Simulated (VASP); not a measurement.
# CsBa3 (I4/mmm) in VASP: a series of runs

One crystal, CsBa3, is run at these levels: LDA; tasks: single point.

Program: VASP 6.6.1. These are calculated values, not measurements. Logs are shortened: lines on timing, memory, paths and dates and some standing lists are left out, and cuts for length are marked.

### Step 1. The crystal as given

The structure is tetragonal, space group I4/mmm (No. 139). The conventional cell has a = 6.493 Å, b = 6.493 Å, c = 13.607 Å, α = 90.00°, β = 90.00°, γ = 90.00°.

The cell comes from a database or a generator and needn't be the stable form of this composition.

### Step 2. Single point, LDA

The input, INCAR:

```
SYSTEM = CsBa3
PREC = Accurate
ENCUT = 550
EDIFF = 1E-6
ISMEAR = 0
SIGMA = 0.1
LREAL = .FALSE.
LASPH = .TRUE.
NELM = 80
ALGO = Normal
ISIF = 2
LWAVE = .FALSE.
LCHARG = .TRUE.
GGA = CA
LELF = .TRUE.
LVHAR = .TRUE.
NBANDS = 28
```

The input, KPOINTS:

```
regular mesh
0
G
  6 6 6
  0 0 0
```

The input, POSCAR:

```
CsBa3
1.0
   -3.2464710000      3.2464710000      6.8033830000
    3.2464710000     -3.2464710000      6.8033830000
    3.2464710000      3.2464710000     -6.8033830000
Ba Cs
3 1
Direct
    0.5000000000      0.5000000000      0.0000000000
    0.2500000000      0.7500000000      0.5000000000
    0.7500000000      0.2500000000      0.5000000000
    0.0000000000      0.0000000000      0.0000000000
```

Potentials or basis: VASP PAW LDA potentials, release 64 (Ba_sv_GW, Cs_sv_GW).

On the command line:

```bash
$ cat potpaw_LDA.64/Ba_sv_GW/POTCAR potpaw_LDA.64/Cs_sv_GW/POTCAR > POTCAR
$ mpirun -np 1 vasp_std > vasp.out
```

OUTCAR:

```text
SYSTEM = CsBa3
   PREC = Accurate
   ENCUT = 550
   EDIFF = 1E-6
   ISMEAR = 0
   LREAL = .FALSE.
   LASPH = .TRUE.
   NELM = 80
   ISIF = 2
   GGA = CA

 ion  position               nearest neighbor table
   1  0.500  0.500  0.000-
   2  0.250  0.750  0.500-
   3  0.750  0.250  0.500-
   4  0.000  0.000  0.000-

  LATTYP: Found a body centered tetragonal cell.
 ALAT       =     6.4929420000
 C/A-ratio  =     2.0956241408

  Lattice vectors:

 A1 = (  -3.2464710000,   3.2464710000,   6.8033830000)
 A2 = (   3.2464710000,  -3.2464710000,   6.8033830000)
 A3 = (   3.2464710000,   3.2464710000,  -6.8033830000)

Analysis of symmetry for initial positions (statically):
=====================================================================
 Subroutine PRICEL returns:
 Original cell was already a primitive cell.

 Routine SETGRP: Setting up the symmetry group for a
 body centered tetragonal supercell.

 Subroutine GETGRP returns: Found 16 space group operations
 (whereof 16 operations were pure point group operations)
 out of a pool of 16 trial point group operations.

The static configuration has the point symmetry D_4h.

Analysis of symmetry for dynamics (positions and initial velocities):
=====================================================================
 Subroutine PRICEL returns:
 Original cell was already a primitive cell.

 Routine SETGRP: Setting up the symmetry group for a
 body centered tetragonal supercell.

 Subroutine GETGRP returns: Found 16 space group operations
 (whereof 16 operations were pure point group operations)
 out of a pool of 16 trial point group operations.

The dynamic configuration has the point symmetry D_4h.

 Subroutine INISYM returns: Found 16 space group operations
 (whereof 16 operations are pure point group operations),
 and found     1 'primitive' translations

----------------------------------------------------------------------------------------

                                     Primitive cell

  volume of cell :     286.8190

  direct lattice vectors                    reciprocal lattice vectors
[... 84 lines left out ...]
   ICHARG =      2    charge: 1-file 2-atom 10-const
   ISPIN  =      1    spin polarized calculation?
   LNONCOLLINEAR =      F non collinear calculations
   LSORBIT =      F    spin-orbit coupling
   LASPH  =      T    aspherical Exc in radial PAW
   ENCUT  =  550.0 eV  40.42 Ry    6.36 a.u.  15.69 15.69 15.69*2*pi/ulx,y,z
   NELM   =     80;   NELMIN=  2; NELMDL= -5     # of ELM steps
   EDIFF  = 0.1E-05   stopping-criterion for ELM
   LREAL  =      F    real-space projection
   EDIFFG = 0.1E-04   stopping-criterion for IOM
   NSW    =      0    number of steps for IOM
   IBRION =     -1    ionic relax: 0-MD 1-quasi-New 2-CG
   NFREE  =      0    steps in history (QN), initial steepest desc. (CG)
   ISIF   =      2    stress and relaxation
   ISYM   =      2    0-nonsym 1-usesym 2-fastsym
   POTIM  = 0.5000    time-step for ionic-motion
   TEBEG  =    0.0;   TEEND  =   0.0 temperature during run
   PSTRESS=    0.0 pullay stress
   NELECT =      39.0000    total number of electrons
   NUPDOWN=      -1.0000    fix difference up-down
   EMIN   =  10.00;   EMAX   =-10.00  energy-range for DOS
   EFERMI =   0.00;   METHOD = LEGACY
   ISMEAR =     0;   SIGMA  =   0.10  broadening in eV -4-tet -1-fermi 0-gaus
   EFERMI_NEDOS =   21; number of points for ismear=-14 and -15
   IALGO  =     38    algorithm
   IMIX   =      4    mixing-type and parameters
     AMIX     =   0.40;   BMIX     =  1.00
     AMIX_MAG =   1.60;   BMIX_MAG =  1.00
  volume/ion in A,a.u.               =      71.70       483.89
  Fermi-wavevector in a.u.,A,eV,Ry     =   0.841835  1.590838  9.642264  0.708686
  Thomas-Fermi vector in A             =   1.956444
   LORBIT       =      0    0 simple, 1 ext, 2 COOP (PROOUT), +10 PAW based schemes
   GGA     = CA    functional components
   LHFCALC =     F    Hartree Fock is set to
   AEXX    =    0.0000 exact exchange contribution
   IVDW    =     0    specifies the selected vdW correction
   LEPSILON=     F    determine dielectric tensor
   LRPA    =     F    only Hartree local field effects (RPA)
 non-spin polarized calculation
 Gauss-broadening in eV      SIGMA  =   0.10
  energy-cutoff  :      550.00
  volume of cell :      286.82
 maximum number of plane-waves:      8446
   NGX = 31   NGY = 31   NGZ = 31

 number of electron      39.0000001 magnetization

 Free energy of the ion-electron system (eV)
  ---------------------------------------------------
  ext. energy  EPLUGINS =         0.00000000
  ---------------------------------------------------
  free energy    TOTEN  =       -17.34974746 eV

  energy without entropy =      -17.31736182  energy(sigma->0) =      -17.33355464

 E-fermi :   2.5029     XC(G=0):  -7.2601

 val. band max:        2.4923450661   @ k =  -0.1667   0.5000   0.1667
 cond. band min:       2.5105000888   @ k =   0.5000   0.3333   0.0000
 fundamental gap:      0.0181550226
 Fermi energy:         2.5029235374

 k-point     1 :       0.0000    0.0000    0.0000
  band No.  band energies     occupation
      1     -26.7078      2.00000
      2     -26.6868      2.00000
      3     -26.6744      2.00000
      4     -20.3650      2.00000
      5     -11.9655      2.00000
      6     -11.9319      2.00000
[... 733 lines left out ...]
     27       3.9204      0.00000
     28       4.5168      0.00000

 [... further k-points ...]

------------------------ aborting loop because EDIFF is reached ----------------------------------------

  FORCE on cell =-STRESS in cart. coord.  units (eV):
  Direction    XX          YY          ZZ          XY          YZ          ZX
  --------------------------------------------------------------------------------------
  -------------------------------------------------------------------------------------
  Total       -1.8560260     -1.8560260     -2.0636489      0.0000000      0.0000000      0.0000000
  in kB      -10.3678012    -10.3678012    -11.5275873      0.0000000      0.0000000      0.0000000
  external PRESSURE =     -10.7543966 kB  Pullay stress =       0.0000000 kB

 VOLUME and BASIS-vectors are now :
 -----------------------------------------------------------------------------
  energy-cutoff  :      550.00
  volume of cell :      286.82
      direct lattice vectors                 reciprocal lattice vectors
    -3.246471000  3.246471000  6.803383000     0.000000000  0.154013389  0.073492849
     3.246471000 -3.246471000  6.803383000     0.154013389  0.000000000  0.073492849
     3.246471000  3.246471000 -6.803383000     0.154013389  0.154013389  0.000000000

 POSITION                                       TOTAL-FORCE (eV/Angst)
 -----------------------------------------------------------------------------------
      0.00000      0.00000      6.80338        -0.000000      0.000000      0.000000
      3.24647     -0.00000      3.40169         0.000000     -0.000000     -0.000000
     -0.00000      3.24647      3.40169        -0.000000      0.000000     -0.000000
      0.00000      0.00000      0.00000        -0.000000      0.000000      0.000000
 -----------------------------------------------------------------------------------
    total drift:                               -0.000000     -0.000000     -0.000000

  FREE ENERGIE OF THE ION-ELECTRON SYSTEM (eV)
  ---------------------------------------------------
  free  energy   TOTEN  =       -17.3497474604 eV

  energy  without entropy=      -17.3173618245  energy(sigma->0) =      -17.33355464
```

stdout:

```text
POSCAR found type information on POSCAR BaCs
 POSCAR found :  2 types and       4 ions
 scaLAPACK will be used
 LDA part: xc-table for (Slater(with rela. corr.)+CA(PZ))
 , standard interpolation
 POSCAR, INCAR and KPOINTS ok, starting setup
 FFT: planning ... GRIDC
 FFT: planning ... GRID_SOFT
 FFT: planning ... GRID
 WAVECAR not read
 entering main loop
```

Run time: 5.5 min. Hardware: 1 thread of Intel Xeon Platinum 8488C (Sapphire Rapids), shared host; peak memory 0.61 GiB.

What came out:

```yaml
Free_energy: -17.3497 eV
Pressure: -1.1 GPa
Band_gap_on_the_k_mesh: none (metal or under the smearing width)
```

The run has no spin-orbit coupling, so splittings on Ba, Cs are missing.

### Step 3. Single point, LDA

The input, run.py:

```python
from ase.calculators.vasp import Vasp
from ase.dft.bandgap import bandgap
from ase.io import read

atoms = read('CsBa3.xyz')
calc = Vasp(
    directory='calc',
    xc='lda',
    pp='LDA',
    setups='gw',
    prec='Accurate',
    encut=550,
    ediff=1e-06,
    ismear=0,
    sigma=0.1,
    lreal=False,
    lasph=True,
    nelm=80,
    algo='Normal',
    isif=2,
    lwave=False,
    lcharg=False,
    kpts=[6, 6, 6],
    gamma=True,
)
atoms.calc = calc

print('energy (eV):', atoms.get_potential_energy())
print('free energy (eV):', atoms.get_potential_energy(force_consistent=True))
print('forces (eV/A):')
print(atoms.get_forces())
print('stress (eV/A^3, Voigt):', atoms.get_stress())
print('Fermi level (eV):', calc.get_fermi_level())
gap, top, bottom = bandgap(calc)
print('band gap (eV):', gap, 'from (spin, k, band)', top, 'to', bottom)
```

The input, CsBa3.xyz:

```xyz
4
Lattice="-3.2464710000 3.2464710000 6.8033830000 3.2464710000 -3.2464710000 6.8033830000 3.2464710000 3.2464710000 -6.8033830000" Properties=species:S:1:pos:R:3 pbc="T T T"
Ba     0.0000000000      0.0000000000      6.8033830000
Ba     3.2464710000      0.0000000000      3.4016915000
Ba     0.0000000000      3.2464710000      3.4016915000
Cs     0.0000000000      0.0000000000      0.0000000000
```

Potentials or basis: VASP PAW LDA potentials, release 64 (Ba_sv_GW, Cs_sv_GW).

On the command line:

```bash
$ python run.py
```

Wall time 5.7 min (1 thread of Intel Xeon Platinum 8488C (Sapphire Rapids), shared host); peak memory 0.6 GiB.

Results (log left out):

```yaml
Free_energy: -17.3497 eV
Pressure: -1.0 GPa
Band_gap_on_the_k_mesh: none (metal or under the smearing width)
```

Stress tensor (GPa, compression positive):
```
-0.98  0.00  0.00
 0.00 -0.98  0.00
 0.00  0.00 -1.09
```

Levels at points of the mesh, in eV from the Fermi level:
| k point | band 18 | band 19 | band 20 | band 21 | band 22 | band 23 |
| --- | --- | --- | --- | --- | --- | --- |
| (0.00, 0.00, 0.00) | -0.59 | -0.05 | 0.08 | 0.18 | 0.73 | 0.76 |
| (0.50, 0.00, 0.00) | -1.02 | 0.13 | 0.17 | 0.28 | 0.53 | 0.66 |
| (0.50, 0.50, 0.00) | -0.79 | -0.55 | -0.27 | 0.53 | 0.76 | 0.80 |
| (0.50, 0.50, 0.50) | -1.33 | -0.55 | -0.50 | 0.02 | 0.02 | 0.43 |

The run has no spin-orbit coupling, so splittings on Ba, Cs are missing.
